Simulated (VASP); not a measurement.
Calculation: rev-vdW-DF2, VASP's PBE PAW potentials (set 64) (plane waves; VASP).

Input for VASP

INCAR:
```
! general
SYSTEM   = ZrS2
PREC     = Accurate
ENCUT    = 520
LREAL    = .FALSE.
LASPH    = .TRUE.

! electronic loop
EDIFF    = 1E-7
NELM     = 100
ALGO     = Normal
LMAXMIX  = 4

! smearing
ISMEAR   = 0
SIGMA    = 0.05

! functional
GGA      = MK
LUSE_VDW = .TRUE.
AGGAC    = 0.0
PARAM1   = 0.1234568
PARAM2   = 0.7114
ZAB_VDW  = -1.8867

! ions
IBRION   = 2
NSW      = 30
ISIF     = 4
EDIFFG   = -0.01

! output
LWAVE    = .FALSE.
LCHARG   = .FALSE.
```

File KPOINTS:
```
Automatic mesh
0
Gamma
7 7 4
0 0 0
```

File POSCAR:
```
ZrS2
1
    1.7919920549    -3.1038213076     0.0000000000
    1.7919920549     3.1038213076     0.0000000000
    0.0000000000     0.0000000000     5.7062454149
Zr S
1 2
Direct
  0.0000000000   0.0000000000   0.0000000000
  0.3333330000   0.6666670000   0.2501268515
  0.6666670000   0.3333330000   0.7498731485
```

POTCAR, in this order: Zr_sv S (PBE.64 set). Program: vasp_std.

Question: Predict the energy per atom (σ→0).

Answer: 
```
Quantity                        Value
---------------------  --------------
energy per atom (σ→0)  -5.546 eV/atom
```

### OSZICAR
```
...
DAV:   1    -0.166422697576E+02   -0.33642E-02   -0.17831E-01   896   0.341E+00    0.335E-01
DAV:   2    -0.166397677209E+02    0.25020E-02   -0.11413E-02  1080   0.704E-01    0.179E-01
DAV:   3    -0.166394012764E+02    0.36644E-03   -0.87176E-04  1232   0.205E-01    0.720E-02
DAV:   4    -0.166392984500E+02    0.10283E-03   -0.23058E-04  1208   0.113E-01    0.244E-02
DAV:   5    -0.166392948856E+02    0.35644E-05   -0.26467E-05  1136   0.348E-02    0.101E-02
DAV:   6    -0.166392949054E+02   -0.19779E-07   -0.27161E-06  1176   0.106E-02    0.463E-03
DAV:   7    -0.166392949948E+02   -0.89434E-07   -0.57559E-07  1088   0.494E-03
   5 F= -.16639295E+02 E0= -.16639295E+02  d E =-.373358E-02
```

The compound is ZrS2 in the 1T layered structure. This cell is one point of a volume scan, at 0.94 of the reference volume. Symmetry was kept, so distortions that lower it aren't found.
